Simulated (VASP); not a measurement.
An input for Quantum ESPRESSO's pw.x (written as the equivalent of a VASP run, and not itself run):

```
&CONTROL
  calculation = 'vc-relax'
  pseudo_dir = './pseudo'
  outdir = './out'
  tprnfor = .true.
  tstress = .true.
  nstep = 60
  forc_conv_thr = 0.00078
/
&SYSTEM
  ibrav = 0
  nat = 6
  ntyp = 3
  ecutwfc = 96
  occupations = 'smearing'
  smearing = 'gaussian'
  degauss = 0.003675
  input_dft = 'vdw-df2-b86r'
  nspin = 2
  starting_magnetization(1) = 0.5
  starting_magnetization(2) = -0.5
/
&ELECTRONS
  conv_thr = 7.3e-08
  electron_maxstep = 100
/
&IONS
/
&CELL
/
ATOMIC_SPECIES
  Mn1 54.938 Mn.upf
  Mn2 54.938 Mn.upf
  F 18.998 F.upf
CELL_PARAMETERS angstrom
     4.8475730   -0.0000000    0.0000000
     0.0000000    4.8475730    0.0000000
     0.0000000    0.0000000    3.2880592
ATOMIC_POSITIONS crystal
  Mn1  0.0000000  1.0000000  1.0000000
  Mn2  0.5000000  0.5000000  0.5000000
  F    0.3042902  0.3042902  0.0000000
  F    0.8042902  0.1957098  0.5000000
  F    0.1957098  0.8042902  0.5000000
  F    0.6957098  0.6957098  1.0000000
K_POINTS automatic
  4 4 6 0 0 0
```

Problem. Translate this input to VASP (INCAR, KPOINTS, POSCAR, choice of POTCAR).

Solution. Several could match; the one computed here: 
File KPOINTS:
```
Automatic mesh
0
Gamma
4 4 6
0 0 0
```

POSCAR:
```
MnF2
1
    4.8475729955    -0.0000000000     0.0000000000
    0.0000000000     4.8475729955     0.0000000000
    0.0000000000     0.0000000000     3.2880591720
Mn F
2 4
Direct
  0.0000000000   1.0000000000   1.0000000000
  0.5000000000   0.5000000000   0.5000000000
  0.3042902355   0.3042902355   0.0000000000
  0.8042902355   0.1957097645   0.5000000000
  0.1957097645   0.8042902355   0.5000000000
  0.6957097645   0.6957097645   1.0000000000
```

### INCAR
```
AGGAC=0.0
ALGO=Normal
EDIFF=1E-6
EDIFFG=-0.02
ENCUT=520
GGA=MK
IBRION=2
ISIF=3
ISMEAR=0
ISPIN=2
LASPH=T
LCHARG=F
LMAXMIX=4
LORBIT=10
LREAL=F
LUSE_VDW=T
LWAVE=F
MAGMOM=5.0 -5.0 4*0.0
NELM=100
NSW=60
PARAM1=0.1234568
PARAM2=0.7114
PREC=Accurate
SIGMA=0.05
SYSTEM=MnF2
ZAB_VDW=-1.8867
```

POTCAR, in this order: Mn_pv F (PBE.64 set). Program: vasp_std.

The two are equivalent in intent, not identical: the potentials are each code's own (VASP's PAW set, PseudoDojo norm-conserving files in pw.x), so ENCUT and ecutwfc are chosen apart and not converted; conv_thr bounds pw.x's estimated SCF error, while EDIFF bounds the energy change between steps; starting_magnetization is a fraction of the valence charge and MAGMOM a moment in μB, so they match only roughly; forc_conv_thr acts on force components and is met together with etot_conv_thr.

The compound is MnF2 in the rutile structure. This run relaxes it. Symmetry was kept, so distortions that lower it aren't found.
